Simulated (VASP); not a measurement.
# Sn3Bi (Fm-3m) in VASP: notebook, part 2 of 2

VASP 6.6.1.

## 4. Single point, LDA

File INCAR:

```
SYSTEM = Sn3Bi
PREC = Accurate
ENCUT = 520
EDIFF = 1E-7
ISMEAR = -1
SIGMA = 0.25
LREAL = .False.
LASPH = .True.
NELM = 100
ALGO = Fast
ISIF = 2
LWAVE = .False.
LCHARG = .True.
GGA = CA
LELF = .True.
LVHAR = .True.
NBANDS = 36
```

File KPOINTS:

```
regular mesh
0
Gamma
  6 6 6
  0 0 0
```

File POSCAR:

```
Sn3Bi
1.0
    0.0000000000      3.8490170000      3.8490170000
    3.8490170000      0.0000000000      3.8490170000
    3.8490170000      3.8490170000      0.0000000000
Sn Bi
3 1
Direct
    0.0000000000      0.0000000000      0.0000000000
    0.2500000000      0.2500000000      0.2500000000
    0.7500000000      0.7500000000      0.7500000000
    0.5000000000      0.5000000000      0.5000000000
```

Potentials or basis: VASP PAW LDA potentials, release 64 (Sn_d, Bi_d).

On the command line:

```console
$ cat potpaw_LDA.64/Sn_d/POTCAR potpaw_LDA.64/Bi_d/POTCAR > POTCAR
$ mpirun -np 1 vasp_std > vasp.out
```

OUTCAR:

```text
SYSTEM = Sn3Bi
   PREC = Accurate
   ENCUT = 520
   EDIFF = 1E-7
   ISMEAR = -1
   LREAL = .False.
   LASPH = .True.
   NELM = 100
   ISIF = 2
   GGA = CA

 ion  position               nearest neighbor table
   1  0.000  0.000  0.000-   3 3.33   3 3.33   3 3.33   2 3.33   3 3.33   2 3.33   2 3.33   2 3.33

   2  0.250  0.250  0.250-   1 3.33   1 3.33   1 3.33   1 3.33   4 3.33   4 3.33   4 3.33   4 3.33

   3  0.750  0.750  0.750-   4 3.33   4 3.33   4 3.33   1 3.33   4 3.33   1 3.33   1 3.33   1 3.33

   4  0.500  0.500  0.500-   2 3.33   2 3.33   2 3.33   2 3.33   3 3.33   3 3.33   3 3.33   3 3.33

  LATTYP: Found a face centered cubic cell.
 ALAT       =     7.6980340000

  Lattice vectors:

 A1 = (   0.0000000000,   3.8490170000,   3.8490170000)
 A2 = (   3.8490170000,   0.0000000000,   3.8490170000)
 A3 = (   3.8490170000,   3.8490170000,   0.0000000000)

Analysis of symmetry for initial positions (statically):
=====================================================================
 Subroutine PRICEL returns:
 Original cell was already a primitive cell.

 Routine SETGRP: Setting up the symmetry group for a
 face centered cubic supercell.

 Subroutine GETGRP returns: Found 48 space group operations
 (whereof 48 operations were pure point group operations)
 out of a pool of 48 trial point group operations.

The static configuration has the point symmetry O_h .

Analysis of symmetry for dynamics (positions and initial velocities):
=====================================================================
 Subroutine PRICEL returns:
 Original cell was already a primitive cell.

 Routine SETGRP: Setting up the symmetry group for a
 face centered cubic supercell.

 Subroutine GETGRP returns: Found 48 space group operations
[... 112 lines left out ...]
   EFERMI =   0.00;   METHOD = LEGACY
   ISMEAR =    -1;   SIGMA  =   0.25  broadening in eV -4-tet -1-fermi 0-gaus
   EFERMI_NEDOS =   21; number of points for ismear=-14 and -15
   IALGO  =     68    algorithm
   IMIX   =      4    mixing-type and parameters
     AMIX     =   0.40;   BMIX     =  1.00
     AMIX_MAG =   1.60;   BMIX_MAG =  1.00
  volume/ion in A,a.u.               =      28.51       192.40
  Fermi-wavevector in a.u.,A,eV,Ry     =   1.299192  2.455117 22.965266  1.687899
  Thomas-Fermi vector in A             =   2.430472
   LORBIT       =      0    0 simple, 1 ext, 2 COOP (PROOUT), +10 PAW based schemes
   GGA     = CA    functional components
   LHFCALC =     F    Hartree Fock is set to
   AEXX    =    0.0000 exact exchange contribution
   IVDW    =     0    specifies the selected vdW correction
   LEPSILON=     F    determine dielectric tensor
   LRPA    =     F    only Hartree local field effects (RPA)
 non-spin polarized calculation
 RMM-DIIS sequential band-by-band and
  energy-cutoff  :      520.00
  volume of cell :      114.05
 maximum number of plane-waves:      3119
   NGX = 21   NGY = 21   NGZ = 21

 number of electron      56.9999977 magnetization

 Free energy of the ion-electron system (eV)
  ---------------------------------------------------
  ext. energy  EPLUGINS =         0.00000000
  ---------------------------------------------------
  free energy    TOTEN  =       -17.97856776 eV

  energy without entropy =      -17.55688406  energy(sigma->0) =      -17.76772591

 E-fermi :   7.6805     XC(G=0): -10.5266

 val. band max:        7.4491313440   @ k =  -0.1667   0.1667   0.0000
 cond. band min:       7.7372407377   @ k =   0.5000   0.0000   0.0000
 fundamental gap:      0.2881093937
 Fermi energy:         7.6805245518

 k-point     1 :       0.0000    0.0000    0.0000
  band No.  band energies     occupation
      1     -15.2340      2.00000
      2     -15.2340      2.00000
      3     -15.2340      2.00000
      4     -15.2211      2.00000
      5     -15.2211      2.00000
      6     -13.7956      2.00000
[... 613 lines left out ...]
     35      11.8485      0.00000
     36      11.9888      0.00000

------------------------ aborting loop because EDIFF is reached ----------------------------------------

  FORCE on cell =-STRESS in cart. coord.  units (eV):
  Direction    XX          YY          ZZ          XY          YZ          ZX
  --------------------------------------------------------------------------------------
  -------------------------------------------------------------------------------------
  Total       -2.5163934     -2.5163934     -2.5163934     -0.0000000     -0.0000000      0.0000000
  in kB      -35.3516454    -35.3516454    -35.3516454     -0.0000000     -0.0000000      0.0000000
  external PRESSURE =     -35.3516454 kB  Pullay stress =       0.0000000 kB

 VOLUME and BASIS-vectors are now :
 -----------------------------------------------------------------------------
  energy-cutoff  :      520.00
  volume of cell :      114.05
      direct lattice vectors                 reciprocal lattice vectors
     0.000000000  3.849017000  3.849017000    -0.129903297  0.129903297  0.129903297
     3.849017000  0.000000000  3.849017000     0.129903297 -0.129903297  0.129903297
     3.849017000  3.849017000  0.000000000     0.129903297  0.129903297 -0.129903297

 POSITION                                       TOTAL-FORCE (eV/Angst)
 -----------------------------------------------------------------------------------
      0.00000      0.00000      0.00000        -0.000000     -0.000000     -0.000000
      1.92451      1.92451      1.92451        -0.000000      0.000000      0.000000
      5.77353      5.77353      5.77353         0.000000      0.000000     -0.000000
      3.84902      3.84902      3.84902        -0.000000     -0.000000     -0.000000
 -----------------------------------------------------------------------------------
    total drift:                               -0.000000      0.000000      0.000000

  FREE ENERGIE OF THE ION-ELECTRON SYSTEM (eV)
  ---------------------------------------------------
  free  energy   TOTEN  =       -17.9785677582 eV

  energy  without entropy=      -17.5568840583  energy(sigma->0) =      -17.76772591
```

stdout:

```text
POSCAR found type information on POSCAR SnBi
 POSCAR found :  2 types and       4 ions
 scaLAPACK will be used
 LDA part: xc-table for (Slater(with rela. corr.)+CA(PZ))
 , standard interpolation
 POSCAR, INCAR and KPOINTS ok, starting setup
 FFT: planning ... GRIDC
 FFT: planning ... GRID_SOFT
 FFT: planning ... GRID
 WAVECAR not read
 entering main loop
```

It took 53 s on 1 thread of Intel Xeon Platinum 8559C (Emerald Rapids), shared host; peak memory 0.22 GiB.

What came out:

```
Free energy            : -17.9786 eV
Pressure               : -3.5 GPa
Band gap on the k mesh : none (metal or under the smearing width)
```

Caveat: spin-orbit coupling is left out, which moves the levels of the heavy elements.

## 5. Overview

```tsv
smearing	gap on the mesh (eV)	pressure (GPa)
fermi-dirac 0.025 eV	none	-3.7
fermi-dirac 0.1 eV	none	-3.8
fermi-dirac 0.25 eV	none	-3.5
```

Alike in all rows: task single point; level LDA; potentials or basis VASP PAW LDA potentials, release 64 (Sn_d, Bi_d); no spin polarisation; cell as given; k mesh 6 × 6 × 6; cutoff (eV) 520.

Every run on the cell as given and a fine mesh finds a metal.

Caveats: spin-orbit coupling is left out, which moves the levels of the heavy elements.

Total energies depend on the potentials used, so only differences within one code and one set of settings carry meaning.
